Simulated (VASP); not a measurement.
Method: PBE GGA, VASP's PBE PAW potentials (set 64) (plane waves; VASP 6.6.1).

A VASP calculation is set up with these files.

### KPOINTS
```
Automatic
0
gamma
 13 13 13
0 0 0
```

### INCAR
```
# general
SYSTEM  = HfN
PREC    = Accurate
ENCUT   = 520   # plane-wave cut-off (eV)
LREAL   = .FALSE.   # projection in real space or not
LASPH   = .TRUE.   # aspherical one-centre terms
NBANDS  = 8

# electronic loop
EDIFF   = 1E-6   # SCF stop (eV)
NELM    = 100   # most electronic steps
ALGO    = Normal   # blocked Davidson
LMAXMIX = 6   # l cut-off of mixed one-centre charges

# smearing
ISMEAR  = 1   # Methfessel-Paxton
SIGMA   = 0.1

# functional
GGA     = PE   # PBE

# ions
ISIF    = 2

# output
LWAVE   = .FALSE.
LCHARG  = .FALSE.
```

File POSCAR:
```
HfN
1
    0.0000000000     2.2600000000     2.2600000000
    2.2600000000     0.0000000000     2.2600000000
    2.2600000000     2.2600000000     0.0000000000
Hf N
1 1
Direct
  0.0000000000   0.0000000000   0.0000000000
  0.5000000000   0.5000000000   0.5000000000
```

POTCAR, in this order: Hf_pv N (PBE.64 set). Program: vasp_std.

The run wrote:

OSZICAR:
```
       N       E                     dE             d eps       ncg     rms          rms(c)
DAV:   1     0.401595694251E+02    0.40160E+02   -0.89008E+03  1344   0.177E+03
DAV:   2    -0.233237575894E+02   -0.63483E+02   -0.61905E+02  2056   0.245E+02
DAV:   3    -0.247374133884E+02   -0.14137E+01   -0.13597E+01  1712   0.438E+01
DAV:   4    -0.247611785028E+02   -0.23765E-01   -0.23807E-01  2088   0.364E+00
DAV:   5    -0.247615413991E+02   -0.36290E-03   -0.36249E-03  1864   0.265E-01    0.491E+01
DAV:   6    -0.218455598499E+02    0.29160E+01   -0.23237E+01  1432   0.387E+01    0.419E+01
DAV:   7    -0.217704230562E+02    0.75137E-01   -0.91550E-01  1512   0.114E+01    0.264E+01
DAV:   8    -0.217518983130E+02    0.18525E-01   -0.77074E-02  1640   0.390E+00    0.448E+00
DAV:   9    -0.217482246935E+02    0.36736E-02   -0.15564E-02  1648   0.134E+00    0.129E+00
DAV:  10    -0.217481434270E+02    0.81266E-04   -0.95357E-04  1648   0.404E-01    0.123E-01
DAV:  11    -0.217481452343E+02   -0.18073E-05   -0.49433E-05  1832   0.826E-02    0.101E-01
DAV:  12    -0.217481421869E+02    0.30474E-05   -0.18668E-05  1680   0.436E-02    0.116E-02
DAV:  13    -0.217481422612E+02   -0.74325E-07   -0.25459E-06   968   0.131E-02
   1 F= -.21748142E+02 E0= -.21747694E+02  d E =-.134399E-02
```

OUTCAR:
```
------------------------ aborting loop because EDIFF is reached ----------------------------------------
  FORCE on cell =-STRESS in cart. coord.  units (eV):
  Direction    XX          YY          ZZ          XY          YZ          ZX
  --------------------------------------------------------------------------------------
  Total        0.3933520      0.3933520      0.3933520      0.0000000     -0.0000000      0.0000000
  in kB       27.2983647     27.2983647     27.2983647      0.0000000     -0.0000000      0.0000000
  external PRESSURE =      27.2983647 kB  Pullay stress =       0.0000000 kB
  volume of cell :       23.09
      direct lattice vectors                 reciprocal lattice vectors
     0.000000000  2.260000000  2.260000000    -0.221238938  0.221238938  0.221238938
     2.260000000  0.000000000  2.260000000     0.221238938 -0.221238938  0.221238938
     2.260000000  2.260000000  0.000000000     0.221238938  0.221238938 -0.221238938
 POSITION                                       TOTAL-FORCE (eV/Angst)
 -----------------------------------------------------------------------------------
      0.00000      0.00000      0.00000         0.000000      0.000000      0.000000
      2.26000      2.26000      2.26000         0.000000      0.000000     -0.000000
 -----------------------------------------------------------------------------------
    total drift:                                0.000000     -0.000000     -0.000000
  FREE ENERGIE OF THE ION-ELECTRON SYSTEM (eV)
  ---------------------------------------------------
  free  energy   TOTEN  =       -21.7481422612 eV

  energy  without entropy=      -21.7467982665  energy(sigma->0) =      -21.74769426
```
(Selected blocks of OUTCAR.)

The compound is HfN in the rock salt structure. The cell was not relaxed at this level. The run is one of a series of settings (NBANDS = 8 against the base run), some of them coarse on purpose. The electron count is odd and the run is not spin-polarised, which forces a metal. VASP warned that the highest band is occupied, so more bands are needed.
